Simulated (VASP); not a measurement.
The system is NbB8.

```
Nb B
1.0
    -2.52235    2.52235    2.52235
     2.52235   -2.52235    2.52235
     2.52235    2.52235   -2.52235
Nb B
1 8
Cartesian
  0.0000 0.0000 0.0000
  1.6413 1.6413 1.6413
  0.8810 0.8810 -0.8810
  0.8810 -0.8810 0.8810
  -0.8810 0.8810 0.8810
  1.6413 1.6413 -1.6413
  0.8810 0.8810 0.8810
  1.6413 -1.6413 1.6413
  -1.6413 1.6413 1.6413
```

The cell was built by a generator and needn't be a form met in nature.

The cell isn't the ideal one: random cell by space group and Wyckoff sites (Im-3m, No. 229).

```yaml
Program: VASP 6.6.1
Task: relaxation of cell and atoms
Functional: PBE
Potentials_or_basis: VASP PAW PBE potentials, release 64 (Nb_sv, B)
Cutoff: 600 eV
k_mesh: 6 × 6 × 6
Occupations: gaussian, width 0.1 eV
Spin: no spin polarisation
```

At the start: pressure 297.9 GPa; volume 7.13 Å³/atom.

Problem. How do energy, volume and symmetry change on relaxing?

Solution. Over 23 steps the energy falls by 5144.4 meV/atom and the volume is 17.16 Å³/atom (+140.7 %); space group Im-3m (No. 229, to 0.05 Å).

Step by step:
```tsv
step	energy change (eV)	largest force (eV/Å)	pressure (GPa)	volume (Å³)
1	0.0000	9.3611	297.94	64.19
2	158.4178	173.1341	73.36	283.07
3	15.1274	74.7903	172.44	98.25
4	11.4918	68.3442	191.17	90.52
5	-6.4300	53.6805	112.27	111.31
6	-27.0005	27.1188	19.35	178.12
7	-28.7420	20.9090	6.12	206.83
8	-28.9231	18.3052	1.45	222.28
9	-31.7288	17.2396	2.05	207.60
10	-38.3844	14.4195	8.00	167.49
11	-37.0370	6.5443	69.65	103.44
12	-40.3074	12.7272	27.77	133.45
13	-40.1408	11.0333	38.88	122.73
14	-42.9761	6.9096	26.88	128.78
15	-45.8200	1.5028	9.88	141.54
16	-46.1964	0.0260	4.77	147.34
17	-46.2422	0.5722	2.59	150.32
18	-46.2413	0.6793	2.20	150.91
19	-46.2606	0.5864	1.61	151.81
20	-46.2921	0.3171	-0.06	154.53
21	-46.2940	0.2382	-0.55	155.37
22	-46.2975	0.1473	-0.34	155.03
23	-46.2996	0.0038	0.02	154.48
```

Final structure:
```
Nb B
1.0
    -3.38014    3.38014    3.38014
     3.38014   -3.38014    3.38014
     3.38014    3.38014   -3.38014
Nb B
1 8
Direct
  0.00000 0.00000 0.00000
  0.63848 0.63848 0.63848
  0.00000 0.00000 0.36152
  0.00000 0.36152 0.00000
  0.36152 0.00000 0.00000
  0.00000 0.00000 0.63848
  0.36152 0.36152 0.36152
  0.00000 0.63848 0.00000
  0.63848 0.00000 0.00000
```

Caveat: the volume moved by over 15 % at a fixed basis, so the end points are rough.
